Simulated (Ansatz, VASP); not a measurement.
# Cross-check of TaN between VASP and Ansatz, part 2 of 2

One calculation is typed for both programs; each brings its own data sets. How far apart do they land? The cell is taken from a series of runs on this material, whose earlier steps may have relaxed, scaled, displaced or heated it; both programs get it as it stands.

VASP 6.6.1 and Ansatz 0.2.0.

So far: Starting point; VASP: zone-centre phonons, LDA.

### 2. VASP: zone-centre phonons, LDA (continued)

Level of this step: LDA; plane waves and PAW (N, Ta_pv) (VASP).

Numbers of over 12 decimals in the logs are rounded to 6 here.

OUTCAR, selected parts (step 2):

```text
ion  position               nearest neighbor table
   1  0.393  0.000  0.000-   6 2.04   4 2.15   4 2.15   5 2.15   5 2.15
   2  0.607  0.607  0.000-   6 2.04   5 2.15   5 2.15   4 2.15   4 2.15
   3  0.000  0.393  0.000-   6 2.04   5 2.15   5 2.15   4 2.15   4 2.15
   4  0.333  0.667  0.500-   1 2.15   1 2.15   3 2.15   3 2.15   2 2.15   2 2.15   5 2.99   5 2.99
                             5 2.99   6 3.32   6 3.32   6 3.32   6 3.32   6 3.32   6 3.32
   5  0.667  0.333  0.500-   3 2.15   3 2.15   1 2.15   1 2.15   2 2.15   2 2.15   4 2.99   4 2.99
                             4 2.99   6 3.32   6 3.32   6 3.32   6 3.32   6 3.32   6 3.32
   6  0.000  0.000  0.000-   2 2.04   3 2.04   1 2.04   4 3.32   5 3.32   4 3.32   5 3.32   4 3.32
                             4 3.32   5 3.32   5 3.32   5 3.32   5 3.32   4 3.32   4 3.32

  LATTYP: Found a hexagonal cell.
 ALAT       =     5.1840064488
 C/A-ratio  =     0.5579800848

 Subroutine GETGRP returns: Found 12 space group operations
 (whereof 12 operations were pure point group operations)

The static configuration has the point symmetry D_3h.

 Found     84 irreducible k-points:

   k-points           NKPTS =     84   k-points in BZ     NKDIM =     84   number of bands    NBANDS=     30

   dimension x,y,z NGX =    42 NGY =   42 NGZ =   24
   dimension x,y,z NGXF=    84 NGYF=   84 NGZF=   48

   ENCUT  =  600.0 eV  44.10 Ry    6.64 a.u.  10.35 10.35  5.78*2*pi/ulx,y,z

   NELECT =      48.0000    total number of electrons

 k-points in reciprocal lattice and weights: Automatic mesh
   0.00000000  0.00000000  0.00000000       0.001
   0.11111111  0.00000000  0.00000000       0.006
   0.22222222  0.00000000  0.00000000       0.006
   0.33333333  0.00000000  0.00000000       0.006
   0.44444444  0.00000000  0.00000000       0.006
   0.11111111  0.11111111  0.00000000       0.006
   0.22222222  0.11111111  0.00000000       0.012
   0.33333333  0.11111111  0.00000000       0.012
   0.44444444  0.11111111  0.00000000       0.006
[...]
-----------------------------------------------------------------------------------
    total drift:                               -0.000000     -0.000001     -0.000000

 Eigenvectors and eigenvalues of the dynamical matrix
 ----------------------------------------------------

   1 f  =   20.917687 THz   131.429703 2PiTHz  697.738933 cm-1    86.508563 meV
             X         Y         Z           dx          dy          dz
      2.035526  0.000000  0.000000    -0.000000   -0.577350    0.000000
      1.574240  2.726664  0.000000    -0.500000    0.288675    0.000000
     -1.017763  1.762817  0.000000     0.500000    0.288675   -0.000000
     -0.000000  2.992988  1.446286     0.000000   -0.000000    0.000000
      2.592003  1.496494  1.446286    -0.000000   -0.000000   -0.000000
      0.000000  0.000000  0.000000     0.000000    0.000000    0.000000

   2 f  =   19.577534 THz   123.009273 2PiTHz  653.036235 cm-1    80.966138 meV
             X         Y         Z           dx          dy          dz
      2.035526  0.000000  0.000000     0.785166   -0.000003    0.000000
      1.574240  2.726664  0.000000     0.078821    0.407826   -0.000000
     -1.017763  1.762817  0.000000     0.078803   -0.407802   -0.000000
     -0.000000  2.992988  1.446286    -0.037685    0.018745   -0.000000
      2.592003  1.496494  1.446286    -0.037684   -0.018747    0.000000
      0.000000  0.000000  0.000000    -0.186879   -0.000004    0.000000

   3 f  =   19.577534 THz   123.009273 2PiTHz  653.036235 cm-1    80.966138 meV
             X         Y         Z           dx          dy          dz
      2.035526  0.000000  0.000000    -0.000017   -0.156640   -0.000000
      1.574240  2.726664  0.000000     0.407812    0.549706   -0.000000
     -1.017763  1.762817  0.000000    -0.407816    0.549724   -0.000000
     -0.000000  2.992988  1.446286    -0.018745   -0.037685    0.000000
      2.592003  1.496494  1.446286     0.018747   -0.037684   -0.000000
      0.000000  0.000000  0.000000     0.000004   -0.186879    0.000000

   4 f  =   18.681287 THz   117.377987 2PiTHz  623.140653 cm-1    77.259560 meV
             X         Y         Z           dx          dy          dz
      2.035526  0.000000  0.000000    -0.577350    0.000000    0.000000
      1.574240  2.726664  0.000000     0.288675    0.500000   -0.000000
     -1.017763  1.762817  0.000000     0.288675   -0.500000   -0.000000
     -0.000000  2.992988  1.446286    -0.000000   -0.000000    0.000000
      2.592003  1.496494  1.446286    -0.000000    0.000000   -0.000000
      0.000000  0.000000  0.000000    -0.000000    0.000000    0.000000

   5 f  =   17.915249 THz   112.564827 2PiTHz  597.588370 cm-1    74.091482 meV
             X         Y         Z           dx          dy          dz
      2.035526  0.000000  0.000000    -0.133540   -0.000003   -0.000000
      1.574240  2.726664  0.000000    -0.621002    0.281436    0.000000
     -1.017763  1.762817  0.000000    -0.621005   -0.281438    0.000000
     -0.000000  2.992988  1.446286     0.146308    0.027782    0.000000
      2.592003  1.496494  1.446286     0.146309   -0.027780   -0.000000
      0.000000  0.000000  0.000000     0.090036    0.000000   -0.000000

   6 f  =   17.915249 THz   112.564827 2PiTHz  597.588370 cm-1    74.091482 meV
             X         Y         Z           dx          dy          dz
      2.035526  0.000000  0.000000    -0.000001    0.783491   -0.000000
      1.574240  2.726664  0.000000    -0.281440    0.296029   -0.000000
     -1.017763  1.762817  0.000000     0.281434    0.296027   -0.000000
     -0.000000  2.992988  1.446286     0.027782   -0.146308    0.000000
      2.592003  1.496494  1.446286    -0.027780   -0.146309    0.000000
      0.000000  0.000000  0.000000     0.000000   -0.090036    0.000000

   7 f  =   17.688022 THz   111.137120 2PiTHz  590.008908 cm-1    73.151748 meV
             X         Y         Z           dx          dy          dz
      2.035526  0.000000  0.000000     0.000000    0.000000    0.554409
      1.574240  2.726664  0.000000    -0.000000    0.000000    0.554409
     -1.017763  1.762817  0.000000     0.000000    0.000000    0.554409
     -0.000000  2.992988  1.446286     0.000000   -0.000000   -0.187210
      2.592003  1.496494  1.446286    -0.000000   -0.000000   -0.187210
      0.000000  0.000000  0.000000    -0.000000    0.000000   -0.088293

   8 f  =   17.200645 THz   108.074838 2PiTHz  573.751746 cm-1    71.136118 meV
             X         Y         Z           dx          dy          dz
      2.035526  0.000000  0.000000     0.000000    0.000000    0.752274
      1.574240  2.726664  0.000000    -0.000000   -0.000000   -0.651024
     -1.017763  1.762817  0.000000    -0.000000    0.000000   -0.101250
     -0.000000  2.992988  1.446286     0.000000    0.000000    0.000000
      2.592003  1.496494  1.446286     0.000000   -0.000000   -0.000000
      0.000000  0.000000  0.000000     0.000000   -0.000000    0.000000

   9 f  =   17.200645 THz   108.074838 2PiTHz  573.751746 cm-1    71.136118 meV
             X         Y         Z           dx          dy          dz
      2.035526  0.000000  0.000000    -0.000000    0.000000    0.317412
      1.574240  2.726664  0.000000     0.000000   -0.000000    0.492783
     -1.017763  1.762817  0.000000     0.000000    0.000000   -0.810194
     -0.000000  2.992988  1.446286    -0.000000   -0.000000   -0.000000
      2.592003  1.496494  1.446286    -0.000000   -0.000000    0.000000
      0.000000  0.000000  0.000000    -0.000000    0.000000    0.000000

  10 f  =    6.857139 THz    43.084675 2PiTHz  228.729534 cm-1    28.358835 meV
             X         Y         Z           dx          dy          dz
      2.035526  0.000000  0.000000     0.000000   -0.023736   -0.000000
      1.574240  2.726664  0.000000     0.009454   -0.007362   -0.000000
     -1.017763  1.762817  0.000000    -0.009454   -0.007362   -0.000000
     -0.000000  2.992988  1.446286     0.693402    0.082597   -0.000000
      2.592003  1.496494  1.446286    -0.693403    0.082583    0.000000
      0.000000  0.000000  0.000000     0.000002   -0.154575   -0.000000

  11 f  =    6.857139 THz    43.084675 2PiTHz  228.729534 cm-1    28.358835 meV
             X         Y         Z           dx          dy          dz
      2.035526  0.000000  0.000000     0.001904    0.000000   -0.000000
      1.574240  2.726664  0.000000     0.018278   -0.009454   -0.000000
     -1.017763  1.762817  0.000000     0.018278    0.009454    0.000000
     -0.000000  2.992988  1.446286    -0.082597    0.693402    0.000000
      2.592003  1.496494  1.446286    -0.082583   -0.693403   -0.000000
      0.000000  0.000000  0.000000     0.154575    0.000002    0.000000

  12 f  =    5.664086 THz    35.588500 2PiTHz  188.933560 cm-1    23.424765 meV
             X         Y         Z           dx          dy          dz
      2.035526  0.000000  0.000000    -0.091640    0.000002   -0.000000
      1.574240  2.726664  0.000000     0.023140   -0.066271    0.000000
     -1.017763  1.762817  0.000000     0.023144    0.066268   -0.000000
     -0.000000  2.992988  1.446286     0.401311    0.134438    0.000000
      2.592003  1.496494  1.446286     0.401320   -0.134411   -0.000000
      0.000000  0.000000  0.000000    -0.789620   -0.000026   -0.000000

  13 f  =    5.664086 THz    35.588500 2PiTHz  188.933560 cm-1    23.424765 meV
             X         Y         Z           dx          dy          dz
      2.035526  0.000000  0.000000     0.000003    0.061403   -0.000000
      1.574240  2.726664  0.000000    -0.066270   -0.053377   -0.000000
     -1.017763  1.762817  0.000000     0.066269   -0.053381   -0.000000
     -0.000000  2.992988  1.446286    -0.134438    0.401311    0.000000
      2.592003  1.496494  1.446286     0.134411    0.401320   -0.000000
      0.000000  0.000000  0.000000     0.000026   -0.789620   -0.000000
    [... 43 further lines ...]
      2.592003  1.496494  1.446286     0.555151    0.033255   -0.000000
      0.000000  0.000000  0.000000     0.555405    0.033205   -0.000000

 ELASTIC MODULI CONTR FROM IONIC RELAXATION (kBar)
 Direction    XX          YY          ZZ          XY          YZ          ZX
 --------------------------------------------------------------------------------
 XX        -477.4486    128.8423     33.4860      0.0000     -0.0000     -0.0000
 YY         128.8423   -477.4486     33.4860     -0.0000      0.0000      0.0000
 ZZ          33.4860     33.4860     -6.4331      0.0000     -0.0000     -0.0000
 XY           0.0000     -0.0000      0.0000   -303.1477      0.0000     -0.0000
 YZ          -0.0000      0.0000     -0.0000      0.0000    -29.4875      0.0000
 ZX          -0.0000      0.0000     -0.0000     -0.0000      0.0000    -22.9355
 --------------------------------------------------------------------------------
```

### 3. Ansatz: zone-centre phonons, LDA

Ansatz runs on its PAW soft_1 files.

The same cell, functional (in two slightly different forms), mesh and smearing now go to Ansatz, which takes its cutoff from its data sets.

Input file input.yaml:

```yaml
crystal:
  lattice:
    - [5.1840064488, 0.0, 0.0]
    - [-2.5920032244, 4.489481278, 0.0]
    - [0.0, 0.0, 2.8925723578]
  atoms:
    - { symbol: "N", position: [0.392654907, 0.0, 0.0] }
    - { symbol: "N", position: [0.607345093, 0.607345093, 0.0] }
    - { symbol: "N", position: [0.0, 0.392654907, 0.0] }
    - { symbol: Ta, position: [0.3333333333, 0.6666666667, 0.5] }
    - { symbol: Ta, position: [0.6666666667, 0.3333333333, 0.5] }
    - { symbol: Ta, position: [0.0, 0.0, 0.0] }
kpoints:
  mp_grid: { grid: [9, 9, 12] }
hamiltonian:
  xc: lda
  pseudopotentials: { kind: paw, azcp: { folder: soft_1 }, xc_functional: pbe }
scf:
  occupations: { method: methfessel_paxton, width: 0.2 }
output:
  eigenvalues: true
phonons:
  method: dfpt
```

The run is started by

```sh
$ ansatz run input.yaml --threads 4 --pin off --max-ram 16384MiB --backend cpu --events-out ev --progress --plain --runs-dir out
```

Log:

```text
zone centre: on kpoints.mp_grid the ground state, and the responses unless they are solved on pairs of k-points, stand on 287 of the mesh's 972 k-points, reduced under 2 symmetry operations, with k and −k counted as one. Each operation leaves every solved displacement unchanged or reverses it
Engine: ansatz 0.2.0, aarch64-unknown-linux-gnu
Pseudopotentials: kind: paw
Pseudopotential: N, paw, valence charge 5, recommended cutoff 420 eV (normal), soft_1/N.paw.azcp
Pseudopotential: Ta, paw, valence charge 13, recommended cutoff 420 eV (normal), soft_1/Ta.paw.azcp
Functional definition: SPW92
  exchange = slater_x
  correlation = pw_c
Crystal: 6 atoms, lattice volume = 67.320 Å³
Basis set: ecut = 420 eV, 1287 PW (Γ), exchange–correlation on 72×72×40 points (8 copies of the dense FFT grid, shifted against one another)
Bands: 33, of which v1, the nominal top of the filled ones, is band 27 counted from 1 (26 counted from 0)
Symmetry: 12 space group operations
k-points: 287 of 972 (irreducible under 2 space group operations, time reversal used)
Non-local potential: N, projectors of the file, l = 0: 2, l = 1: 2, l = 2: 1
Non-local potential: Ta, projectors of the file, l = 0: 3, l = 1: 2, l = 2: 2, l = 3: 1
PAW form: soft (Blöchl's): semilocal exchange-correlation on the pseudo side does not see the compensation charge
PAW frozen core: N, regenerated for the run's functional, and the local potential with it (the file was generated under x = pbe(κ = 0.804, μ = 0.219515), c = pbe(β = 0.066725))
PAW frozen core: Ta, regenerated for the run's functional, and the local potential with it (the file was generated under x = pbe(κ = 0.804, μ = 0.219515), c = pbe(β = 0.066725))
PAW one-centre angular grid: N, 110 points (default); XC on 64 Gauss nodes
PAW one-centre angular grid: Ta, 590 points (default); XC on 64 Gauss nodes
Initial density: superposition of atomic densities (chi_scale 0.1, normalization cell, long waves kept (reshape's long-wave potential 0.01 eV rms))
Initial wavefunctions: pseudopotential atomic-orbital guess
Functional: x = slater, c = lda
SCF iter   1: F=—  HF=-30180.892366 eV  |F-HF|=—  |Δ(HF+E_count)|=         —  Δρ=6.60e-2  dr2=3.69e0  ethr=3.10e-3  ⟨swp⟩=4.6  Hψ=36902  notcnv=0
preconditioner: auto → Kerker (q_TF=auto, 2.630 Å⁻¹)  [metal: Δε(μ)=0.124 eV  Ē_g=9.891 eV  σ=0.200 eV  W_gap=0.49  n_scr=26 (ndim 8)  ℏωp=24.8 eV  f_vac=0.000  D(μ)=0.21/eV (n_scr^D=0)]
SCF iter   2: F=—  HF=-30180.187848 eV  |F-HF|=—  |Δ(HF+E_count)|=   7.05e-1  S|Δr|=    0.00e0  Δρ=3.14e-2  dr2=4.96e-1  ethr=3.10e-3  ⟨swp⟩=2.0  Hψ=16804  notcnv=0  defer=311
SCF iter   3: F=—  HF=-30180.105866 eV  |F-HF|=—  |Δ(HF+E_count)|=   8.20e-2  S|Δr|=    0.00e0  Δρ=1.28e-2  dr2=7.22e-2  ethr=9.18e-4  ⟨swp⟩=1.5  Hψ=9414  notcnv=0  defer=311
SCF iter   4: F=—  HF=-30180.090678 eV  |F-HF|=—  |Δ(HF+E_count)|=   1.52e-2  S|Δr|=    0.00e0  Δρ=2.36e-3  dr2=4.29e-3  ethr=1.34e-4  ⟨swp⟩=2.2  Hψ=13139  notcnv=0  defer=306
SCF iter   5: F=—  HF=-30180.089790 eV  |F-HF|=—  |Δ(HF+E_count)|=   8.89e-4  S|Δr|=    0.00e0  Δρ=7.76e-4  dr2=4.19e-4  ethr=7.95e-6  ⟨swp⟩=2.0  Hψ=10014  notcnv=0  defer=306
SCF iter   6: F=—  HF=-30180.089670 eV  |F-HF|=—  |Δ(HF+E_count)|=   1.19e-4  S|Δr|=    0.00e0  Δρ=1.36e-4  dr2=1.49e-5  ethr=7.76e-7  ⟨swp⟩=2.4  Hψ=13311  notcnv=0  defer=303
SCF iter   7: F=—  HF=-30180.089665 eV  |F-HF|=—  |Δ(HF+E_count)|=   5.10e-6  S|Δr|=    0.00e0  Δρ=2.45e-5  dr2=3.88e-7  ethr=2.75e-8  ⟨swp⟩=2.0  Hψ=13435  notcnv=0  defer=303
SCF iter   8: F=—  HF=-30180.089670 eV  |F-HF|=—  |Δ(HF+E_count)|=   4.90e-6  S|Δr|=    0.00e0  Δρ=4.52e-6  dr2=1.40e-8  ethr=7.19e-10  ⟨swp⟩=2.0  Hψ=13733  notcnv=0  defer=303
SCF iter   9: F=—  HF=-30180.089670 eV  |F-HF|=—  |Δ(HF+E_count)|=   2.83e-9  S|Δr|=    0.00e0  Δρ=6.36e-7  dr2=2.96e-10  ethr=2.59e-11  ⟨swp⟩=2.0  Hψ=12999  notcnv=0  defer=303
SCF iter  10: F=-30180.089670 eV  HF=-30180.089670 eV  |F-HF|=1.82e-11  |Δ(HF+E_count)|=  2.91e-11  S|Δr|=    0.00e0  Δρ=9.36e-8  dr2=4.41e-12  ethr=1.00e-12  ⟨swp⟩=9.1  Hψ=54542  notcnv=0
the search or the solves at the SCF's close seem to have found levels that the self-consistency loop had missed (the run counts 3). By its estimate they hold under 1e-12 electrons; where the run keeps them, the occupations were computed again with them
SCF 1 converged in 10 iterations: F = -30180.089670 eV  dr2 = 4.41e-12
  greatest PAW one-centre occupation: 0.999 electrons in one spin orbital (limit 2), on the Ta atom at site 4 (counted from 0), in its partial waves of l = 0
DFPT response loops at Γ: preconditioner auto → Kerker (q_TF=auto, 2.630 Å⁻¹) (partly filled bands, converged f_vac=0.000); β = 1.00, the filter's whole step (`scf.mixing.beta` (0.50) is not read by the response loops under this deck's `scf.mixing.preconditioner`; to damp them name `kerker` or `kerker_dos`, under which they read `scf.mixing.beta`, and type it under 1.00, their step now; both keys bind the ground state too); Broyden in place of MSR1
SCF converged after 10 iterations
Stability not checked: this state was not tested for a lower state beside it, because cold or Methfessel-Paxton smearing, or corrected tetrahedra, fill the levels in a way that the test cannot read (fill_not_monotonic; see scf.lower_state_search)
Free energy (F): -30180.089670 eV
Harris-Foulkes:  -30180.089670 eV  (|F-HF|=1.82e-11)
Internal energy: -30180.092824 eV  (E = F + TS)
E sigma→0 (E₀):  -30180.090459 eV
Entropy (-TS):   0.003154 eV (0.526 meV/atom)
Fermi energy:    19.578704 eV
Step filling:    the computed levels leave a gap of 0.1170 eV = 0.6 smearing widths at the electron count; against every level under it full and every level over it empty, smearing changes F+E_penalty+E_count by +1.799 meV and its σ→0 estimate by +1.010 meV
--- Per-component energies (eV) ---
  E_band       = -228.444772
  E_kinetic    = 1570.856787
  E_local      = -1986.963542  (includes V_loc(G=0)·N_el)
  E_nonlocal   = 91.775957
  E_hartree    = 706.672773
  E_xc         = -1134.720948
  E_vxc        = -930.516133  (∫ρ·V_xc dr)
  E_paw        = -24530.384423  (= ΣΔE_a)
  E_vpaw       = -386.946195  (= ΣTr[D̂ρ^β])
  E_aug_tail   = 0.002798  (compensation charges beyond the density's cutoff)
  E_ewald      = -4898.349349
  E_core_change = 1.017123  (= ΣΔE_core)
  E_smearing   = 0.003154  (= −TS)
  E_closure    = 0.000000  (closes the sum)
  Σ components = -30180.089670   (vs F -30180.089670, Δ=0.00e0)
--- Band table (eV; the first three rows and the last of 287) ---
  k-point 0: bands = [... 23 lower, 15.2308, 16.1791, 17.5200, 18.5389, 18.5389, 20.0723, 20.0723, 21.2595, ... 2 higher]
  k-point 1: bands = [... 23 lower, 14.8283, 16.4240, 17.8773, 18.2085, 18.2085, 20.4895, 20.4895, 21.3766, ... 2 higher]
  k-point 2: bands = [... 23 lower, 14.2136, 17.1720, 17.8113, 17.8113, 18.7035, 20.9275, 20.9275, 21.4647, ... 2 higher]
  k-point 286: bands = [... 23 lower, 15.4219, 16.2841, 17.4066, 18.4545, 20.6078, 21.0829, 22.2968, 22.3231, ... 2 higher]
--- Phonons (Γ-DFPT): 7 representative perturbations + reference, on 287 of 972 k-points (Σ response iterations 22) ---
  k mesh reduced under 2 symmetry operations, with k and −k counted as one. Each operation leaves every solved displacement unchanged or reverses it
  ASR residual: 3.736e-5 → 0.000e0 eV/Å²; symmetrization residual: 4.475e-6 eV/Å²
  ASR residual per site (eV/Å²): 2.42e-5 2.31e-5 2.31e-5 3.54e-5 3.54e-5 3.74e-5
  Γ frequencies (cm⁻¹): 0.00 0.00 0.00 148.04 185.94 188.49 188.49 228.15 228.15 570.36 570.36 587.71 593.42 593.42 618.29 648.83 648.83 693.92
  non-analytic LO–TO correction: not included (Born effective charges unavailable; polar crystals: no LO–TO splitting at Γ)
```

### 4. Comparison

Known differences besides the potentials themselves: the data sets hold 54 valence electrons in Ansatz (on its PAW soft_1 files) and 48 in VASP; the cutoff is 420 eV in Ansatz and 600 eV in VASP; VASP's log shows a relativistic correction to its local exchange, Ansatz's none. Total energies have different zeros and are not compared.

Both answers:

| quantity | Ansatz | VASP | difference |
| --- | --- | --- | --- |
| optical mode 1 (cm⁻¹) | 148.0 | 147.9 | +0.12 % |
| optical mode 2 (cm⁻¹) | 185.9 | 186.9 | -0.52 % |
| optical mode 3 to 4 (cm⁻¹) | 188.5 | 188.9 | -0.23 % |
| optical mode 5 to 6 (cm⁻¹) | 228.2 | 228.7 | -0.25 % |
| optical mode 7 to 8 (cm⁻¹) | 570.4 | 573.8 | -0.59 % |
| optical mode 9 (cm⁻¹) | 587.7 | 590.0 | -0.39 % |
| optical mode 10 to 11 (cm⁻¹) | 593.4 | 597.6 | -0.70 % |
| optical mode 12 (cm⁻¹) | 618.3 | 623.1 | -0.78 % |
| optical mode 13 to 14 (cm⁻¹) | 648.8 | 653.0 | -0.64 % |
| optical mode 15 (cm⁻¹) | 693.9 | 697.7 | -0.55 % |

Modes are paired by rising frequency, not by their patterns, so a pair may set unlike modes beside each other; they are those without the splitting of longitudinal modes.

### 5. What came out

| Property | Result |
| --- | --- |
| r.m.s. difference of the optical zone-centre modes, each program's sorted by frequency (zone-centre phonons, LDA) | 3.0 cm⁻¹ |
| difference in optical mode 12 (zone-centre phonons, LDA) | -0.8 % |

**Reading.** The r.m.s. difference of the optical zone-centre modes, each program's sorted by frequency is 3.0 cm⁻¹ (zone-centre phonons, LDA). The data sets hold unlike numbers of valence electrons (54 in Ansatz and 48 in VASP), so part of the differences comes from the potentials. Among the rows given in per cent, the largest difference of the zone-centre phonons, LDA pair is in optical mode 12, -0.8 %. How closely two codes agree says nothing of how well the functional describes the real material.

[Lines on the potential files, build, host, timing and source positions are cut from VASP's logs without a mark.]

[Logs are printed without paths, hosts, clocks, repeated set-up lines and the standing remarks that a program may print on its own settings, such as how far it seeks lower states.]

[Hosts, paths, dates, database ids (printed as entryN), source tags and the programs' standing remarks are cut or masked in the printed files.]
